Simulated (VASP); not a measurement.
Output of a VASP run:

### OUTCAR
```
 ion  position               nearest neighbor table
   1  0.000  0.000  0.000-   2 2.89   2 2.89   2 2.89   2 2.89   2 2.89   2 2.89   2 2.89   2 2.89
  LATTYP: Found a simple cubic cell.
 ALAT       =     3.3410923476
 Subroutine PRICEL returns:
 Original cell was already a primitive cell.
 Subroutine GETGRP returns: Found 48 space group operations
The static configuration has the point symmetry O_h .
The dynamic configuration has the point symmetry O_h .
 Subroutine INISYM returns: Found 48 space group operations
 Subroutine IBZKPT returns following result:
 Found     56 irreducible k-points:

 Following reciprocal coordinates:
            Coordinates               Weight
  0.000000  0.000000  0.000000      1.000000
  0.100000  0.000000  0.000000      6.000000
  0.200000  0.000000  0.000000      6.000000
  0.300000  0.000000  0.000000      6.000000
  0.400000  0.000000  0.000000      6.000000
  0.500000  0.000000  0.000000      3.000000
  0.100000  0.100000  0.000000     12.000000
  0.200000  0.100000  0.000000     24.000000
  0.300000  0.100000  0.000000     24.000000
  0.400000  0.100000  0.000000     24.000000
  0.500000  0.100000  0.000000     12.000000
  0.200000  0.200000  0.000000     12.000000
  0.300000  0.200000  0.000000     24.000000
  0.400000  0.200000  0.000000     24.000000
  0.500000  0.200000  0.000000     12.000000
  0.300000  0.300000  0.000000     12.000000
  0.400000  0.300000  0.000000     24.000000
  0.500000  0.300000  0.000000     12.000000
  0.400000  0.400000  0.000000     12.000000
  0.500000  0.400000  0.000000     12.000000
  0.500000  0.500000  0.000000      3.000000
  0.100000  0.100000  0.100000      8.000000
  0.200000  0.100000  0.100000     24.000000
  0.300000  0.100000  0.100000     24.000000
  0.400000  0.100000  0.100000     24.000000
  0.500000  0.100000  0.100000     12.000000
  0.200000  0.200000  0.100000     24.000000
  0.300000  0.200000  0.100000     48.000000
  0.400000  0.200000  0.100000     48.000000
  0.500000  0.200000  0.100000     24.000000
  0.300000  0.300000  0.100000     24.000000
  0.400000  0.300000  0.100000     48.000000
  0.500000  0.300000  0.100000     24.000000
  0.400000  0.400000  0.100000     24.000000
  0.500000  0.400000  0.100000     24.000000
  0.500000  0.500000  0.100000      6.000000
  0.200000  0.200000  0.200000      8.000000
  0.300000  0.200000  0.200000     24.000000
  0.400000  0.200000  0.200000     24.000000
  0.500000  0.200000  0.200000     12.000000
   k-points           NKPTS =     56   k-points in BZ     NKDIM =     56   number of bands    NBANDS=     12
   number of dos      NEDOS =    301   number of ions     NIONS =      2
   total plane-waves  NPLWV =  13824
   dimension x,y,z NGX =    24 NGY =   24 NGZ =   24
   dimension x,y,z NGXF=    48 NGYF=   48 NGZF=   48
   ions per type =               1   1
   PREC   = accura    normal or accurate (medium, high low for compatibility)
   ISTART =      0    job   : 0-new  1-cont  2-samecut
   ICHARG =      2    charge: 1-file 2-atom 10-const
   ISPIN  =      1    spin polarized calculation?
   LNONCOLLINEAR =      F non collinear calculations
   LSORBIT =      F    spin-orbit coupling
   INIWAV =      1    electr: 0-lowe 1-rand  2-diag
   ENCUT  =  400.0 eV  29.40 Ry    5.42 a.u.   5.45  5.45  5.45*2*pi/ulx,y,z
   NELM   =    100;   NELMIN=  2; NELMDL= -5     # of ELM steps
   EDIFF  = 0.1E-05   stopping-criterion for ELM
   LREAL  =      F    real-space projection
   NLSPLINE    = F    spline interpolate recip. space projectors
   LMAXMIX     =    4 max onsite mixed and CHGCAR
   VOSKOWN=      0    Vosko Wilk Nusair interpolation
   EDIFFG = -.1E-01   stopping-criterion for IOM
   NSW    =     60    number of steps for IOM
   NBLOCK =      1;   KBLOCK =     60    inner block; outer block
   IBRION =      2    ionic relax: 0-MD 1-quasi-New 2-CG
   NFREE  =      1    steps in history (QN), initial steepest desc. (CG)
...
```

**OSZICAR**
```
       N       E                     dE             d eps       ncg     rms          rms(c)
DAV:   1     0.308631140603E+02    0.30863E+02   -0.65503E+03  1404   0.989E+02
DAV:   2    -0.380862279289E+02   -0.68949E+02   -0.63944E+02  1496   0.209E+02
DAV:   3    -0.398356699071E+02   -0.17494E+01   -0.17340E+01  1588   0.343E+01
DAV:   4    -0.398453676303E+02   -0.96977E-02   -0.96965E-02  1416   0.267E+00
DAV:   5    -0.398454584221E+02   -0.90792E-04   -0.90791E-04  1588   0.278E-01    0.650E+00
DAV:   6    -0.353331937247E+02    0.45123E+01   -0.71235E+00  1388   0.382E+01    0.844E+00
DAV:   7    -0.353777648792E+02   -0.44571E-01   -0.49291E-01  1364   0.102E+01    0.407E+00
DAV:   8    -0.353415590991E+02    0.36206E-01   -0.17045E-01  1360   0.575E+00    0.722E-01
DAV:   9    -0.353590538533E+02   -0.17495E-01   -0.47812E-02  1444   0.239E+00    0.242E-01
DAV:  10    -0.353635766176E+02   -0.45228E-02   -0.55920E-03  1432   0.875E-01    0.146E-01
DAV:  11    -0.353640501870E+02   -0.47357E-03   -0.19472E-03  1456   0.459E-01    0.468E-02
DAV:  12    -0.353639930754E+02    0.57112E-04   -0.28559E-04  1384   0.185E-01    0.377E-02
DAV:  13    -0.353640914904E+02   -0.98415E-04   -0.14666E-04  1396   0.131E-01    0.137E-02
DAV:  14    -0.353640958137E+02   -0.43232E-05   -0.47201E-06  1472   0.183E-02    0.440E-03
DAV:  15    -0.353640949180E+02    0.89564E-06   -0.15178E-07   756   0.459E-03
   1 F= -.35364095E+02 E0= -.35364514E+02  d E =-.353641E+02
       N       E                     dE             d eps       ncg     rms          rms(c)
DAV:   1    -0.353648782499E+02   -0.78244E-03   -0.11640E-02  1428   0.138E+00    0.197E-01
DAV:   2    -0.353641271389E+02    0.75111E-03   -0.26250E-03  1396   0.773E-01    0.837E-02
DAV:   3    -0.353641395810E+02   -0.12442E-04   -0.44539E-05  1380   0.857E-02    0.467E-02
DAV:   4    -0.353641099127E+02    0.29668E-04   -0.88170E-05  1404   0.759E-02    0.994E-03
DAV:   5    -0.353641316359E+02   -0.21723E-04   -0.12568E-05  1388   0.357E-02    0.710E-03
DAV:   6    -0.353641315322E+02    0.10361E-06   -0.31990E-06  1392   0.131E-02
   2 F= -.35364132E+02 E0= -.35364544E+02  d E =-.366142E-04
```

### OUTCAR
```
------------------------ aborting loop because EDIFF is reached ----------------------------------------
  FORCE on cell =-STRESS in cart. coord.  units (eV):
  Direction    XX          YY          ZZ          XY          YZ          ZX
  --------------------------------------------------------------------------------------
  Total        0.0168514      0.0168514      0.0168514      0.0000000     -0.0000000      0.0000000
  in kB        0.7254329      0.7254329      0.7254329      0.0000000     -0.0000000      0.0000000
  external PRESSURE =       0.7254329 kB  Pullay stress =       0.0000000 kB
  volume of cell :       37.22
      direct lattice vectors                 reciprocal lattice vectors
     3.338744678  0.000000000 -0.000000000     0.299513768  0.000000000  0.000000000
    -0.000000000  3.338744678 -0.000000000    -0.000000000  0.299513768  0.000000000
    -0.000000000 -0.000000000  3.338744678     0.000000000  0.000000000  0.299513768
 POSITION                                       TOTAL-FORCE (eV/Angst)
 -----------------------------------------------------------------------------------
      0.00000      0.00000      0.00000         0.000000      0.000000     -0.000000
      1.66937      1.66937      1.66937        -0.000000     -0.000000      0.000000
 -----------------------------------------------------------------------------------
    total drift:                                0.000000      0.000000      0.000000
  FREE ENERGIE OF THE ION-ELECTRON SYSTEM (eV)
  ---------------------------------------------------
  free  energy   TOTEN  =       -35.3641315322 eV

  energy  without entropy=      -35.3653692786  energy(sigma->0) =      -35.36454411

 reached required accuracy - stopping structural energy minimisation
```
(Selected blocks of OUTCAR.)

File POSCAR:
```
AgAs
1
    3.3410923476    -0.0000000000    -0.0000000000
   -0.0000000000     3.3410923476    -0.0000000000
   -0.0000000000    -0.0000000000     3.3410923476
Ag As
1 1
Direct
  0.0000000000   0.0000000000   0.0000000000
  0.5000000000   0.5000000000   0.5000000000
```

### Question
Write an INCAR and KPOINTS that could have produced this output.

### Answer
This is not unique; one that fits is the input of the run itself, r2SCAN meta-GGA, plane waves, VASP's PBE PAW potentials (set 64).

INCAR:
```
EDIFF=1E-6   ! SCF stop (eV)
ENCUT=400   ! plane-wave cut-off (eV)
LWAVE=.FALSE.
METAGGA=R2SCAN
NSW=60   ! most ionic steps
PREC=Accurate
ISIF=3
IBRION=2
LREAL=.FALSE.   ! projection in real space or not
SIGMA=0.1
ALGO=Normal   ! blocked Davidson
ISMEAR=1
NELM=100   ! most electronic steps
LMIXTAU=.TRUE.
EDIFFG=-0.01
LASPH=.TRUE.   ! aspherical one-centre terms
LMAXMIX=4
LCHARG=.FALSE.
SYSTEM=AgAs
```

File KPOINTS:
```
Automatic mesh
0
Gamma
10 10 10
0 0 0
```

POTCAR, in this order: Ag As (PBE.64 set). Program: vasp_std.

The structure was generated: AgAs was put into the CsCl type (Pm-3m), which need not be its known phase. This run relaxes it. Symmetry was kept, so distortions that lower it aren't found. The start is the result of an earlier pass.
